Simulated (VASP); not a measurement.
VASP ran on this input.

File KPOINTS:
```
Automatic mesh
0
Gamma
10 10 4
0 0 0
```

### POSCAR
```
PbS
1.0
  3.4220137033   0.0000000000   0.0000000000
 -1.7110068517   2.9635536121   0.0000000000
  0.0000000000   0.0000000000   7.3912817680
Pb S
2 2
Cartesian
  0.0000000000   0.0000000000   0.0000000000
  0.0000000000   0.0000000000   3.6956408840
 -0.0000017110   1.9757033959   1.8478204420
  1.7110085626   0.9878502162   5.5434613260
```

**INCAR**
```
! general
SYSTEM =PbS
PREC   =Accurate
ENCUT  =500   ! plane-wave cut-off (eV)
LREAL  =.FALSE.
LASPH  =.TRUE.

! electronic loop
EDIFF  =1E-6
NELM   =100   ! most electronic steps
ALGO   =Normal   ! blocked Davidson
LMAXMIX=4   ! l cut-off of mixed one-centre charges

! smearing
ISMEAR =1
SIGMA  =0.1   ! width (eV)

! functional
GGA    =PS   ! PBEsol

! ions
IBRION =2
NSW    =40
ISIF   =3   ! ions, shape and volume
EDIFFG =-0.02
PSTRESS=300   ! kbar

! output
LWAVE  =.FALSE.
LCHARG =.FALSE.
```

POTCAR, in this order: Pb_d S (PBE.64 set). Program: vasp_std.

**Question.** Translate this PBEsol calculation to Ansatz.

**Answer.** One equivalent input (not run):
Ansatz 0.2 input:
```yaml
crystal:
  lattice:
    - [3.4220137, 0.0000000, 0.0000000]
    - [-1.7110069, 2.9635536, 0.0000000]
    - [0.0000000, 0.0000000, 7.3912818]
  atoms:
    - { symbol: Pb, position: [0.0000000, 0.0000000, 0.0000000] }
    - { symbol: Pb, position: [0.0000000, 0.0000000, 0.5000000] }
    - { symbol: S, position: [0.3333330, 0.6666670, 0.2500000] }
    - { symbol: S, position: [0.6666670, 0.3333330, 0.7500000] }
kpoints:
  mp_grid: { grid: [10, 10, 4] }
hamiltonian:
  xc: pbesol
  pseudopotentials: { kind: paw }
scf:
  occupations: { method: methfessel_paxton, width: 0.1 }
  max_iter: 100
relax:
  max_steps: 40
  f_tol: 0.02
  cell: { p_target: 30 }
output: { forces: true, stress: true, eigenvalues: true }
```
Limits of the translation: each code has its own PAW files, so the cut-off isn't converted (ENCUT is set for VASP's; basis.ecutwfc is left out, and Ansatz then takes the one that its files recommend); Ansatz stops its SCF on the density residual and VASP on the energy change (EDIFF).

The structure was generated: PbS was put into the NiAs type type (P6_3/mmc), which need not be its known phase. It was relaxed first under an external pressure of 30 GPa.
